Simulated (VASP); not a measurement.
All values below come from PBE GGA, VASP's PBE PAW potentials (set 64) (plane waves; VASP 6.6.1).

VASP ran on this input.

INCAR:
```
! general
SYSTEM   =  BP
PREC     =  Accurate
ENCUT    =  520
LREAL    =  F
LASPH    =  T
NBANDS   =  24

! electronic loop
EDIFF    =  1E-7   ! SCF stop (eV)
NELM     =  100   ! most electronic steps
ALGO     =  Normal   ! blocked Davidson

! smearing
ISMEAR   =  0   ! Gaussian
SIGMA    =  0.01   ! width (eV)

! functional
GGA      =  PE

! output
LWAVE    =  F
LCHARG   =  F
NEDOS    =  1001

! other
LOPTICS  =  T
CSHIFT   =  0.1
```

File KPOINTS:
```
Automatic mesh
0
Gamma
18 18 18
0 0 0
```

**POSCAR**
```
BP
1
    0.0000000000     2.2731460608     2.2731460608
    2.2731460608     0.0000000000     2.2731460608
    2.2731460608     2.2731460608     0.0000000000
B P
1 1
Direct
  0.0000000000   0.0000000000   0.0000000000
  0.2500000000   0.2500000000   0.2500000000
```

POTCAR, in this order: B P (PBE.64 set). Program: vasp_std.

The resulting files:

OUTCAR:
```
 ion  position               nearest neighbor table
   1  0.000  0.000  0.000-   2 1.97   2 1.97   2 1.97   2 1.97
   2  0.250  0.250  0.250-   1 1.97   1 1.97   1 1.97   1 1.97
  LATTYP: Found a face centered cubic cell.
 ALAT       =     4.5462921216
 Subroutine PRICEL returns:
 Original cell was already a primitive cell.
 Subroutine GETGRP returns: Found 24 space group operations
The static configuration has the point symmetry T_d .
The dynamic configuration has the point symmetry T_d .
 Subroutine INISYM returns: Found 24 space group operations
 Subroutine IBZKPT returns following result:
 Found    195 irreducible k-points:

 Following reciprocal coordinates:
            Coordinates               Weight
  0.000000  0.000000  0.000000      1.000000
  0.055556  0.000000  0.000000      8.000000
  0.111111  0.000000  0.000000      8.000000
  0.166667  0.000000  0.000000      8.000000
  0.222222  0.000000  0.000000      8.000000
  0.277778  0.000000  0.000000      8.000000
  0.333333  0.000000  0.000000      8.000000
  0.388889  0.000000  0.000000      8.000000
  0.444444  0.000000  0.000000      8.000000
  0.500000  0.000000  0.000000      4.000000
  0.055556  0.055556  0.000000      6.000000
  0.111111  0.055556  0.000000     24.000000
  0.166667  0.055556  0.000000     24.000000
  0.222222  0.055556  0.000000     24.000000
  0.277778  0.055556  0.000000     24.000000
  0.333333  0.055556  0.000000     24.000000
  0.388889  0.055556  0.000000     24.000000
  0.444444  0.055556  0.000000     24.000000
  0.500000  0.055556  0.000000     24.000000
 -0.444444  0.055556  0.000000     24.000000
 -0.388889  0.055556  0.000000     24.000000
 -0.333333  0.055556  0.000000     24.000000
 -0.277778  0.055556  0.000000     24.000000
 -0.222222  0.055556  0.000000     24.000000
 -0.166667  0.055556  0.000000     24.000000
 -0.111111  0.055556  0.000000     24.000000
 -0.055556  0.055556  0.000000     12.000000
  0.111111  0.111111  0.000000      6.000000
  0.166667  0.111111  0.000000     24.000000
  0.222222  0.111111  0.000000     24.000000
  0.277778  0.111111  0.000000     24.000000
  0.333333  0.111111  0.000000     24.000000
  0.388889  0.111111  0.000000     24.000000
  0.444444  0.111111  0.000000     24.000000
  0.500000  0.111111  0.000000     24.000000
 -0.444444  0.111111  0.000000     24.000000
 -0.388889  0.111111  0.000000     24.000000
 -0.333333  0.111111  0.000000     24.000000
 -0.277778  0.111111  0.000000     24.000000
 -0.222222  0.111111  0.000000     24.000000
   k-points           NKPTS =    195   k-points in BZ     NKDIM =    195   number of bands    NBANDS=     24
   number of dos      NEDOS =   1001   number of ions     NIONS =      2
   total plane-waves  NPLWV =  13824
   dimension x,y,z NGX =    24 NGY =   24 NGZ =   24
   dimension x,y,z NGXF=    48 NGYF=   48 NGZF=   48
   ions per type =               1   1
   PREC   = accura    normal or accurate (medium, high low for compatibility)
   ISTART =      0    job   : 0-new  1-cont  2-samecut
   ICHARG =      2    charge: 1-file 2-atom 10-const
   ISPIN  =      1    spin polarized calculation?
   LNONCOLLINEAR =      F non collinear calculations
   LSORBIT =      F    spin-orbit coupling
   INIWAV =      1    electr: 0-lowe 1-rand  2-diag
   ENCUT  =  520.0 eV  38.22 Ry    6.18 a.u.   5.98  5.98  5.98*2*pi/ulx,y,z
   NELM   =    100;   NELMIN=  2; NELMDL= -5     # of ELM steps
   EDIFF  = 0.1E-06   stopping-criterion for ELM
   LREAL  =      F    real-space projection
   NLSPLINE    = F    spline interpolate recip. space projectors
   LMAXMIX     =    2 max onsite mixed and CHGCAR
...
```

File OSZICAR:
```
       N       E                     dE             d eps       ncg     rms          rms(c)
DAV:   1     0.146883920590E+02    0.14688E+02   -0.34857E+03  9360   0.300E+02
DAV:   2    -0.130613344288E+02   -0.27750E+02   -0.26696E+02 12152   0.799E+01
DAV:   3    -0.136261597979E+02   -0.56483E+00   -0.56251E+00 11592   0.886E+00
DAV:   4    -0.136269950118E+02   -0.83521E-03   -0.83520E-03 10968   0.392E-01
DAV:   5    -0.136269962875E+02   -0.12757E-05   -0.12757E-05 11888   0.162E-02    0.715E+00
DAV:   6    -0.130294663690E+02    0.59753E+00   -0.10604E+00 10848   0.232E+00    0.363E+00
DAV:   7    -0.129379556860E+02    0.91511E-01   -0.14393E-01 11688   0.102E+00    0.145E+00
DAV:   8    -0.129307717751E+02    0.71839E-02   -0.14816E-02 10896   0.421E-01    0.203E-01
DAV:   9    -0.129311666389E+02   -0.39486E-03   -0.63814E-04 11360   0.897E-02    0.737E-02
DAV:  10    -0.129312124744E+02   -0.45835E-04   -0.55182E-05 11536   0.255E-02    0.215E-02
DAV:  11    -0.129312129957E+02   -0.52134E-06   -0.99059E-07 11168   0.424E-03    0.609E-03
DAV:  12    -0.129312148113E+02   -0.18156E-05   -0.13291E-06 11184   0.410E-03    0.925E-04
DAV:  13    -0.129312147982E+02    0.13080E-07   -0.13319E-08  9640   0.458E-04
   1 F= -.12931215E+02 E0= -.12931215E+02  d E =-.474972E-13
 imaginary and real dielectric function
```

### OUTCAR
```
------------------------ aborting loop because EDIFF is reached ----------------------------------------
  FORCE on cell =-STRESS in cart. coord.  units (eV):
  Direction    XX          YY          ZZ          XY          YZ          ZX
  --------------------------------------------------------------------------------------
  Total        0.0000005      0.0000005      0.0000005      0.0000000      0.0000000      0.0000000
  in kB        0.0000332      0.0000332      0.0000332      0.0000000      0.0000000      0.0000000
  external PRESSURE =       0.0000332 kB  Pullay stress =       0.0000000 kB
  volume of cell :       23.49
      direct lattice vectors                 reciprocal lattice vectors
     0.000000000  2.273146061  2.273146061    -0.219959469  0.219959469  0.219959469
     2.273146061  0.000000000  2.273146061     0.219959469 -0.219959469  0.219959469
     2.273146061  2.273146061  0.000000000     0.219959469  0.219959469 -0.219959469
  FREE ENERGIE OF THE ION-ELECTRON SYSTEM (eV)
  ---------------------------------------------------
  free  energy   TOTEN  =       -12.9312147982 eV

  energy  without entropy=      -12.9312147982  energy(sigma->0) =      -12.93121480

 plasma frequency squared (from intraband transitions) (eV^2)
  --------------------------------------------------------------------------------------
       0.000      -0.000       0.000
      -0.000       0.000       0.000
       0.000       0.000       0.000

 plasma frequency squared (from interband transitions, int dw w eps(2)(w)) (eV^2)
  --------------------------------------------------------------------------------------
     424.906       0.000      -0.000       0.000       0.000      -0.000
      -0.000      -0.000     424.906       0.000      -0.000       0.000
       0.000       0.000      -0.000      -0.000     424.906       0.000
```
(Selected blocks of OUTCAR.)

The compound is BP in the zinc blende structure. It was relaxed first.
